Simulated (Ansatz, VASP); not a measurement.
# CoSi2: VASP beside Ansatz

Aim: how closely do two programs agree when they are given the same cell, functional and k mesh? The cell is taken from a series of runs on this material, whose earlier steps may have relaxed, scaled, displaced or heated it; both programs get it as it stands.

Method: plane waves, with VASP 6.6.1 beside it; zone-centre phonons at LDA, in Ansatz 0.2.0.

### Step 1. Starting point

Symmetry: Fm-3m, No. 225, cubic system. Conventional cell: a = 5.203 Å, b = 5.203 Å, c = 5.203 Å, α = 90.00°, β = 90.00°, γ = 90.00°. Nearest to Si lie 4 Co at 2.25 Å. Nearest to Co lie 8 Si at 2.25 Å. Farther neighbours are not listed.

Coordinates:

```cif
data_structure
_symmetry_space_group_name_H-M 'Fm-3m'
_symmetry_Int_Tables_number 225
_cell_length_a 5.2028
_cell_length_b 5.2028
_cell_length_c 5.2028
_cell_angle_alpha 90.000
_cell_angle_beta 90.000
_cell_angle_gamma 90.000
_cell_volume 140.83
loop_
_atom_site_label
_atom_site_type_symbol
_atom_site_symmetry_multiplicity
_atom_site_Wyckoff_symbol
_atom_site_fract_x
_atom_site_fract_y
_atom_site_fract_z
_atom_site_occupancy
Si1 Si 8 c 0.25000 0.75000 0.75000 1
Co1 Co 4 a 0.00000 0.00000 0.00000 1
```

### Step 2. VASP: zone-centre phonons, LDA

Second derivatives magnify differences that forces hide, and they need a tight electronic threshold.

Lines of VASP's logs that name or quote its potential files are left out, and so is its time.

Contents of INCAR:

```
SYSTEM = CoSi2
PREC = Accurate
ENCUT = 600
EDIFF = 1E-08
NELM = 120
ISMEAR = 1
SIGMA = 0.2
LREAL = .FALSE.
ALGO = Normal
GGA = CA
NBANDS = 14
LASPH = .TRUE.
LORBIT = 11
LWAVE = .FALSE.
LCHARG = .FALSE.
ISIF = 2
IBRION = 8
GGA_COMPAT = .FALSE.
KPAR = 2
```

Contents of POSCAR:

```
CoSi2
1.0
    0.0000000000      2.6013899245      2.6013899245
    2.6013899245      0.0000000000      2.6013899245
    2.6013899245      2.6013899245      0.0000000000
Si Co
2 1
Direct
    0.2500000000      0.2500000000      0.2500000000
    0.7500000000      0.7500000000      0.7500000000
    0.0000000000      0.0000000000      0.0000000000
```

Contents of KPOINTS:

```
Automatic mesh
0
Gamma
16 16 16
0 0 0
```

PAW data sets: Si and Co (LDA family, release 64).

The run is started by

```
$ mpirun -np 2 vasp_std
```

Numbers of over 12 decimals in the logs are rounded to 6 here.

What it wrote:

```text
[banner, memory and clock lines left out]
running    2 mpi-ranks, on    1 nodes
 distrk:  each k-point on    1 cores,    2 groups
 distr:  one band on    1 cores,    1 groups

 POSCAR found type information on POSCAR SiCo
 POSCAR found :  2 types and       3 ions
 LDA part: xc-table for (Slater(with rela. corr.)+CA(PZ))
 , standard interpolation
 POSCAR, INCAR and KPOINTS ok, starting setup
 FFT: planning ... GRIDC
 FFT: planning ... GRID_SOFT
 FFT: planning ... GRID
 WAVECAR not read
 entering main loop
       N       E                     dE             d eps       ncg     rms          rms(c)
DAV:   1     0.704726717957E+02    0.70473E+02   -0.77482E+03  4084   0.133E+03
DAV:   2    -0.189819705150E+02   -0.89455E+02   -0.81285E+02  4270   0.244E+02
DAV:   3    -0.232148212195E+02   -0.42329E+01   -0.41133E+01  5302   0.595E+01
DAV:   4    -0.233035669175E+02   -0.88746E-01   -0.88642E-01  4866   0.813E+00
DAV:   5    -0.233063353646E+02   -0.27684E-02   -0.27682E-02  5540   0.152E+00    0.153E+01
DAV:   6    -0.255519476876E+02   -0.22456E+01   -0.24254E+01  4742   0.110E+02    0.148E+01
DAV:   7    -0.219631177143E+02    0.35888E+01   -0.11019E+01  5184   0.873E+01    0.422E+00
DAV:   8    -0.219163151044E+02    0.46803E-01   -0.65040E-01  4792   0.548E+00    0.174E+00
DAV:   9    -0.218869518359E+02    0.29363E-01   -0.92429E-02  5106   0.652E+00    0.467E-01
DAV:  10    -0.218870211892E+02   -0.69353E-04   -0.82485E-03  5540   0.151E+00    0.225E-01
DAV:  11    -0.218866328061E+02    0.38838E-03   -0.13410E-03  5294   0.790E-01    0.323E-02
DAV:  12    -0.218866346416E+02   -0.18355E-05   -0.64417E-05  5068   0.635E-02    0.893E-03
DAV:  13    -0.218866343898E+02    0.25182E-06   -0.42866E-06  6354   0.340E-02    0.698E-03
DAV:  14    -0.218866343576E+02    0.32152E-07   -0.27049E-07  5518   0.543E-03    0.282E-03
DAV:  15    -0.218866343174E+02    0.40205E-07   -0.15281E-07  5576   0.791E-03    0.236E-04
DAV:  16    -0.218866343184E+02   -0.92609E-09   -0.82183E-09  2972   0.105E-03
   1 F= -.21886634E+02 E0= -.21886877E+02  d E =0.727213E-03
 Linear response reoptimize wavefunctions to high precision
DAV:   1    -0.218866343185E+02   -0.12824E-09   -0.20134E-09  3462   0.693E-04
DAV:   2    -0.218866343185E+02   -0.26375E-10   -0.26796E-10  2762   0.167E-04
 Linear response DOF=           2
 Linear response progress:
  Degree of freedom:   1/  2
       N       E                     dE             d eps       ncg     rms          rms(c)
RMM:   1    -0.216400787196E-01   -0.21640E-01    0.26029E-02 42681   0.141E+00
RMM:   2    -0.185919848631E-01    0.30481E-02   -0.57240E-04 24651   0.639E-01    0.115E-01
RMM:   3    -0.188756408094E-01   -0.28366E-03   -0.66217E-04 28940   0.203E-01    0.593E-02
RMM:   4    -0.191149899346E-01   -0.23935E-03   -0.11073E-04 26771   0.847E-02    0.928E-03
RMM:   5    -0.191062745326E-01    0.87154E-05   -0.10581E-05 30101   0.267E-02    0.592E-03
RMM:   6    -0.190779245979E-01    0.28350E-04   -0.18426E-06 29571   0.115E-02    0.194E-03
RMM:   7    -0.190946675065E-01   -0.16743E-04   -0.63635E-07 27510   0.575E-03    0.513E-04
RMM:   8    -0.190952593490E-01   -0.59184E-06   -0.45861E-08 30882   0.201E-03    0.409E-04
RMM:   9    -0.190951122440E-01    0.14711E-06   -0.13423E-09 30315   0.603E-04    0.999E-05
RMM:  10    -0.190950019713E-01    0.11027E-06    0.70756E-09 32241   0.174E-04    0.277E-05
RMM:  11    -0.190950295763E-01   -0.27605E-07    0.21604E-09 32248   0.591E-05    0.104E-05
RMM:  12    -0.190950164131E-01    0.13163E-07    0.14452E-09 32211   0.278E-05    0.295E-06
RMM:  13    -0.190950018443E-01    0.14569E-07    0.87080E-10 32717   0.174E-05    0.728E-07
RMM:  14    -0.190950019131E-01   -0.68883E-10    0.75816E-10 26465   0.130E-05    0.296E-07
 first order change of Fermi-energy   0.72594E-06
 force on displaced ion       1 direction 1 : -11.163  -0.000  -0.000
 Linear response progress:
  Degree of freedom:   2/  2
       N       E                     dE             d eps       ncg     rms          rms(c)
RMM:   1    -0.178343952855E+00   -0.17834E+00   -0.13166E-01 15866   0.274E+00
RMM:   2    -0.174809422423E+00    0.35345E-02   -0.32488E-03 13797   0.783E-01    0.198E-01
RMM:   3    -0.174739788116E+00    0.69634E-04   -0.70227E-04 15345   0.204E-01    0.115E-01
RMM:   4    -0.175340191240E+00   -0.60040E-03   -0.35980E-04 16397   0.137E-01    0.107E-02
RMM:   5    -0.175336682338E+00    0.35089E-05   -0.19324E-05 16473   0.375E-02    0.555E-03
RMM:   6    -0.175335554407E+00    0.11279E-05   -0.14290E-06 15367   0.126E-02    0.435E-03
RMM:   7    -0.175324421595E+00    0.11133E-04   -0.46883E-07 15792   0.761E-03    0.102E-03
RMM:   8    -0.175315944069E+00    0.84775E-05   -0.70786E-08 17089   0.197E-03    0.432E-04
RMM:   9    -0.175312634952E+00    0.33091E-05   -0.73686E-09 16126   0.700E-04    0.753E-05
RMM:  10    -0.175312582104E+00    0.52848E-07   -0.48901E-09 17085   0.244E-04    0.307E-05
RMM:  11    -0.175312644571E+00   -0.62468E-07   -0.45321E-09 17870   0.991E-05    0.115E-05
RMM:  12    -0.175312556699E+00    0.87873E-07   -0.44968E-09 17720   0.495E-05    0.217E-06
RMM:  13    -0.175312566559E+00   -0.98605E-08   -0.46797E-09 18150   0.345E-05    0.858E-07
 first order change of Fermi-energy   0.30457E-03
 force on displaced ion       3 direction 1 : -15.224   0.000   0.000
 Linear response finished
```

OUTCAR, selected parts (step 2):

```text
ion  position               nearest neighbor table
   1  0.250  0.250  0.250-   3 2.25   3 2.25   3 2.25   3 2.25   2 2.60   2 2.60   2 2.60   2 2.60
                             2 2.60   2 2.60
   2  0.750  0.750  0.750-   3 2.25   3 2.25   3 2.25   3 2.25   1 2.60   1 2.60   1 2.60   1 2.60
                             1 2.60   1 2.60
   3  0.000  0.000  0.000-   2 2.25   2 2.25   2 2.25   1 2.25   2 2.25   1 2.25   1 2.25   1 2.25

  LATTYP: Found a face centered cubic cell.
 ALAT       =     5.2027798490

 Subroutine GETGRP returns: Found 48 space group operations
 (whereof 48 operations were pure point group operations)

The static configuration has the point symmetry O_h .

 Found    145 irreducible k-points:

   k-points           NKPTS =    145   k-points in BZ     NKDIM =    145   number of bands    NBANDS=     14

   dimension x,y,z NGX =    30 NGY =   30 NGZ =   30
   dimension x,y,z NGXF=    60 NGYF=   60 NGZF=   60

   ENCUT  =  600.0 eV  44.10 Ry    6.64 a.u.   7.35  7.35  7.35*2*pi/ulx,y,z

   NELECT =      17.0000    total number of electrons

 k-points in reciprocal lattice and weights: Automatic mesh
   0.00000000  0.00000000  0.00000000       0.000
   0.06250000  0.00000000  0.00000000       0.002
   0.12500000  0.00000000  0.00000000       0.002
   0.18750000  0.00000000  0.00000000       0.002
   0.25000000  0.00000000  0.00000000       0.002
   0.31250000  0.00000000  0.00000000       0.002
   0.37500000  0.00000000  0.00000000       0.002
   0.43750000  0.00000000  0.00000000       0.002
   0.50000000  0.00000000  0.00000000       0.001
[...]
-0.31250000  0.50000000  0.18750000       0.003
  -0.25000000  0.50000000  0.25000000       0.001

 average (electrostatic) potential at core
       1 -79.7078       2 -79.7078       3 -76.9725

  Total        2.0526733      2.0526733      2.0526733     -0.0000000     -0.0000000     -0.0000000
  in kB       93.4079979     93.4079979     93.4079979     -0.0000000     -0.0000000     -0.0000000
  external PRESSURE =      93.4079979 kB  Pullay stress =       0.0000000 kB

  energy-cutoff  :      600.00
  volume of cell :       35.21
      direct lattice vectors                 reciprocal lattice vectors
     0.000000000  2.601389924  2.601389924    -0.192204942  0.192204942  0.192204942
     2.601389924  0.000000000  2.601389924     0.192204942 -0.192204942  0.192204942
     2.601389924  2.601389924  0.000000000     0.192204942  0.192204942 -0.192204942

 POSITION                                       TOTAL-FORCE (eV/Angst)
 -----------------------------------------------------------------------------------
      1.30069      1.30069      1.30069        -0.000000     -0.000000     -0.000000
      3.90208      3.90208      3.90208         0.000000      0.000000      0.000000
      0.00000      0.00000      0.00000        -0.000000     -0.000000     -0.000000
 -----------------------------------------------------------------------------------
    total drift:                                0.000000     -0.000000     -0.000000

 Eigenvectors and eigenvalues of the dynamical matrix
 ----------------------------------------------------

   1 f  =   11.375982 THz    71.477404 2PiTHz  379.461921 cm-1    47.047261 meV
             X         Y         Z           dx          dy          dz
      1.300695  1.300695  1.300695     0.506014    0.004155    0.000000
      3.902085  3.902085  3.902085     0.506014    0.004155   -0.000000
      0.000000  0.000000  0.000000    -0.698450   -0.005736   -0.000000

   2 f  =   11.375982 THz    71.477404 2PiTHz  379.461921 cm-1    47.047261 meV
             X         Y         Z           dx          dy          dz
      1.300695  1.300695  1.300695    -0.002844    0.346360    0.368909
      3.902085  3.902085  3.902085    -0.002844    0.346360    0.368909
      0.000000  0.000000  0.000000     0.003926   -0.478081   -0.509205

   3 f  =   11.375982 THz    71.477404 2PiTHz  379.461921 cm-1    47.047261 meV
             X         Y         Z           dx          dy          dz
      1.300695  1.300695  1.300695     0.003029   -0.368896    0.346372
      3.902085  3.902085  3.902085     0.003029   -0.368896    0.346372
      0.000000  0.000000  0.000000    -0.004181    0.509187   -0.478097

   4 f  =   11.314224 THz    71.089366 2PiTHz  377.401892 cm-1    46.791850 meV
             X         Y         Z           dx          dy          dz
      1.300695  1.300695  1.300695     0.652791    0.271778    0.000000
      3.902085  3.902085  3.902085    -0.652791   -0.271778   -0.000000
      0.000000  0.000000  0.000000    -0.000000    0.000000    0.000000

   5 f  =   11.314224 THz    71.089366 2PiTHz  377.401892 cm-1    46.791850 meV
             X         Y         Z           dx          dy          dz
      1.300695  1.300695  1.300695    -0.088191    0.211828   -0.668843
      3.902085  3.902085  3.902085     0.088191   -0.211828    0.668843
      0.000000  0.000000  0.000000    -0.000000    0.000000    0.000000

   6 f  =   11.314224 THz    71.089366 2PiTHz  377.401892 cm-1    46.791850 meV
             X         Y         Z           dx          dy          dz
      1.300695  1.300695  1.300695    -0.257071    0.617467    0.229453
      3.902085  3.902085  3.902085     0.257071   -0.617467   -0.229453
      0.000000  0.000000  0.000000     0.000000   -0.000000   -0.000000

   7 f/i=    0.001501 THz     0.009433 2PiTHz    0.050080 cm-1     0.006209 meV
             X         Y         Z           dx          dy          dz
      1.300695  1.300695  1.300695     0.469101   -0.148932    0.041188
      3.902085  3.902085  3.902085     0.469101   -0.148932    0.041188
      0.000000  0.000000  0.000000     0.679709   -0.215797    0.059680

   8 f/i=    0.001501 THz     0.009433 2PiTHz    0.050080 cm-1     0.006209 meV
             X         Y         Z           dx          dy          dz
      1.300695  1.300695  1.300695     0.148772    0.399722   -0.249043
      3.902085  3.902085  3.902085     0.148772    0.399722   -0.249043
      0.000000  0.000000  0.000000     0.215565    0.579181   -0.360853

   9 f/i=    0.001501 THz     0.009433 2PiTHz    0.050080 cm-1     0.006209 meV
             X         Y         Z           dx          dy          dz
      1.300695  1.300695  1.300695     0.041763    0.248947    0.424516
      3.902085  3.902085  3.902085     0.041763    0.248947    0.424516
      0.000000  0.000000  0.000000     0.060513    0.360715    0.615108

 ELASTIC MODULI CONTR FROM IONIC RELAXATION (kBar)
 Direction    XX          YY          ZZ          XY          YZ          ZX
 --------------------------------------------------------------------------------
 XX          -0.0000     -0.0000      0.0000      0.0000     -0.0000     -0.0000
 YY          -0.0000     -0.0000      0.0000      0.0000     -0.0000     -0.0000
 ZZ           0.0000      0.0000     -0.0000     -0.0000      0.0000      0.0000
 XY           0.0000      0.0000     -0.0000   -751.4713      0.0000      0.0000
 YZ          -0.0000     -0.0000      0.0000      0.0000   -751.4713     -0.0000
 ZX          -0.0000     -0.0000      0.0000      0.0000     -0.0000   -751.4713
 --------------------------------------------------------------------------------
```

(Part 1 of 2 ends here.)

[Lines on the potential files, build, host, timing and source positions are cut from VASP's logs without a mark.]

[Logs are printed without paths, hosts, clocks, repeated set-up lines and the standing remarks that a program may print on its own settings, such as how far it seeks lower states.]

[Hosts, paths, dates, database ids (printed as entryN), source tags and the programs' standing remarks are cut or masked in the printed files.]
